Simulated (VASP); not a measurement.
The system is Rb2As.

```
Rb As
1.0
     4.11950    0.00000    0.00000
     0.00000    4.11950    0.00000
     0.00000    0.00000    8.11878
Rb As
2 1
Direct
  0.50000 0.50000 0.76821
  0.50000 0.50000 0.23179
  0.00000 0.00000 0.00000
```

The cell was built by a generator and needn't be a form met in nature.

- Program: VASP 6.6.1
- Task: single point
- Functional: PBE
- Potentials or basis: VASP PAW PBE potentials, release 64 (Rb_sv, As)
- Cutoff: 520 eV
- k mesh: 7 × 7 × 4
- Occupations: fermi-dirac, width 0.05 eV
- Spin: no spin polarisation

On this cell: pressure 0.8 GPa; largest force 0.025 eV/Å; band gap on the k mesh none (metal or under the smearing width).

The same run follows on a disturbed copy (atoms moved at random, drawn with an rms of 0.05 Å):

```
Rb As
1.0
     4.11950    0.00000    0.00000
     0.00000    4.11950    0.00000
     0.00000    0.00000    8.11878
Rb As
2 1
Direct
  0.51212 0.50378 0.76702
  0.49388 0.48657 0.23266
  0.00481 0.99330 0.99155
```

Q: What changes?

A: The energy (extrapolated to zero smearing) moves by +2.5 meV/atom; pressure 0.8 GPa; largest force 0.163 eV/Å; band gap on the k mesh none (metal or under the smearing width).

Forces on the atoms (eV/Å):
```
Rb  -0.031 -0.046 -0.088
Rb   0.035  0.020 -0.073
As  -0.005  0.026  0.161
```

Stress tensor (GPa, compression positive):
```
0.85 0.01 0.16
0.01 0.85 0.16
0.16 0.16 0.65
```
